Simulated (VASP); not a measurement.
Here is the system:

```
CELL_PARAMETERS angstrom
      4.49125     0.00000     0.00000
      0.00000     4.49125     0.00000
      0.00000     0.00000     5.65935
ATOMIC_POSITIONS crystal
  As 0.50000 0.00000 0.23680
  As 0.00000 0.50000 0.76320
  Sb 0.00000 0.00000 0.00000
  Sb 0.50000 0.50000 0.00000
```

Level of theory: PBE GGA, VASP's PBE PAW potentials (set 64) (plane waves; VASP 6.6.1). Run with 300 eV cut-off, 4×4×3 Γ-centred mesh, Gaussian smearing of 0.27 eV, potentials As Sb.

Q: Give the energies of bands 4 to 13 at the high-symmetry points, in eV from the Fermi level.

A: 
| band | Γ | X | M | Z | R | A |
|---|---|---|---|---|---|---|
| 4 | -6.81 | -8.72 | -10.96 | -6.47 | -8.93 | -10.91 |
| 5 | -6.37 | -4.69 | -4.63 | -6.30 | -4.65 | -5.05 |
| 6 | -6.37 | -4.69 | -4.63 | -6.30 | -4.65 | -5.05 |
| 7 | -2.62 | -3.22 | -4.49 | -3.27 | -3.20 | -4.88 |
| 8 | -2.62 | -3.22 | -4.49 | -2.84 | -3.20 | -4.88 |
| 9 | -2.20 | -2.76 | 0.58 | -2.84 | -2.43 | 2.15 |
| 10 | -1.00 | -2.76 | 0.58 | -0.64 | -2.43 | 2.15 |
| 11 | -0.95 | 2.13 | 0.69 | -0.57 | 1.65 | 2.19 |
| 12 | -0.23 | 2.13 | 0.69 | 0.77 | 1.65 | 2.19 |
| 13 | 2.73 | 2.81 | 3.51 | 2.75 | 2.80 | 3.54 |

It has no gap at this level: it comes out as a metal or semimetal.

The structure was generated: SbAs was put into an ordered model structure, which need not be its known phase. The cell was not relaxed at this level. The k-mesh is coarse (spacing up to 0.37 per Å, 2π included), so the numbers may not be converged in it.
